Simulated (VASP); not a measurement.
Given:

```yaml
crystal:
  lattice:
    - [4.10355, 0.00000, 0.00000]
    - [-2.05178, 3.55378, 0.00000]
    - [0.00000, 0.00000, 5.02551]
  atoms:
    - { symbol: Ba, position: [0.00000, 0.00000, 0.00000] }
    - { symbol: Si, position: [0.33333, 0.66667, 0.50000] }
    - { symbol: Si, position: [0.66667, 0.33333, 0.50000] }
```

These are PBEsol GGA, VASP's PBE PAW potentials (set 64) (plane waves; VASP) values and carry that method's errors. Settings: 400 eV cut-off, 10×10×7 Γ-centred mesh, tetrahedra with Blöchl corrections, potentials Ba_sv Si.

The cores are frozen, which limits the accuracy of field gradients.

### Question
Give the principal components of the electric field gradient (V/Å²) and the asymmetry η at each nucleus.

### Answer

```
atom   Vxx   Vyy    Vzz     η
----  ----  ----  -----  ----
Ba1    4.2   4.2   -8.5  0.00
Si2   12.6  12.6  -25.2  0.00
Si3   12.6  12.6  -25.2  0.00
```

The structure was generated: BaSi2 was put into the AlB2 type (P6/mmm), which need not be its known phase. It was relaxed first, which changed the volume by +15 %.
